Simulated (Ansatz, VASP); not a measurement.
Given: the input of a run of VASP 6.6.1 on NaBe2Se2. The cell comes from a database or a generator and needn't be the stable form of this composition.

File INCAR:

```
SYSTEM = NaBe2Se2
ALGO = Fast ; EDIFF = 1E-6
EDIFFG = -0.005 ; ENCUT = 600
GGA = PS ; IBRION = 2
ISIF = 3 ; ISMEAR = -1
IVDW = 12 ; LASPH = .TRUE.
LCHARG = .FALSE. ; LREAL = .FALSE.
LWAVE = .FALSE. ; NELM = 60
NSW = 40 ; PREC = Accurate
SIGMA = 0.05
```

File KPOINTS:

```
k-points
0
G
  6 6 3
  0 0 0
```

POSCAR

```
NaBe2Se2
1.0
    3.6722800000      0.0000000000      0.0000000000
   -1.8361400000      3.1802800000      0.0000000000
    0.0000000000      0.0000000000      8.0111600000
Na Be Se
1 2 2
Direct
    0.0000000000      0.0000000000      0.5000000000
    0.3333300000      0.6666700000      0.1463900000
    0.3333300000      0.6666700000      0.8536100000
    0.6666700000      0.3333300000      0.2285200000
    0.6666700000      0.3333300000      0.7714800000
```

Potentials or basis: VASP PAW PBE potentials, release 64 (Na_pv, Be, Se).

Run with:

```console
$ cat potpaw_PBE.64/Na_pv/POTCAR potpaw_PBE.64/Be/POTCAR potpaw_PBE.64/Se/POTCAR > POTCAR
$ mpirun -np 1 vasp_std > vasp.out
```

Problem. Set up the same calculation for Ansatz 0.2.0. Potentials or basis there: Ansatz PAW, cutoff 420 eV.

Solution. As run (cutoffs and basis follow the program's own potentials, and thresholds, step limits or extra output files can differ):

File input.yaml:

```yaml
crystal:
  lattice:
    - [3.67228, 0.0, 0.0]
    - [-1.83614, 3.18028, 0.0]
    - [0.0, 0.0, 8.01116]
  atoms:
    - { symbol: Na, position: [0.0, 0.0, 0.5] }
    - { symbol: Be, position: [0.33333, 0.66667, 0.14639] }
    - { symbol: Be, position: [0.33333, 0.66667, 0.85361] }
    - { symbol: Se, position: [0.66667, 0.33333, 0.22852] }
    - { symbol: Se, position: [0.66667, 0.33333, 0.77148] }
hamiltonian:
  xc: pbesol
  pseudopotentials: { kind: paw }
  dispersion: d3bj
kpoints:
  mp_grid: { grid: [6, 6, 3] }
scf:
  occupations: { method: fermi_dirac, width: 0.05 }
output:
  forces: true
  stress: true
  eigenvalues: true
relax:
  f_tol: 0.01
  max_steps: 40
  cell: { stress_tol: 0.05 }
```

Potentials or basis: Ansatz PAW.

Command:

```console
$ ansatz run input.yaml --threads 2 --pin off --max-ram 5632MiB --backend cpu --events-out ev --progress --plain --runs-dir out
```

Both were run:

|  | VASP | Ansatz |
| --- | --- | --- |
| Relaxed volume | 17.42 Å³/atom | 17.36 Å³/atom |
| Relaxed cell | a = 3.606 Å, b = 3.606 Å, c = 7.734 Å, α = 90.00°, β = 90.00°, γ = 120.00° | a = 3.601 Å, b = 3.601 Å, c = 7.729 Å, α = 90.00°, β = 90.00°, γ = 120.00° |
| Space group after relaxing | P-6m2 (No. 187) | P-6m2 (No. 187) |
| Pressure after relaxing | 0.0 GPa | 0.0 GPa |

Ansatz's pressure holds a Pulay term of +0.01 GPa for its cutoff of 420 eV, which the other run lacks.

The potentials hold 23 and 45 valence electrons a cell.

VASP's potentials were made for PBE. Ansatz's potentials were made for PBE.

Where Ansatz's input types no cutoff or centring, it takes its own default and a Γ-centred mesh.

Pressure is positive in compression.
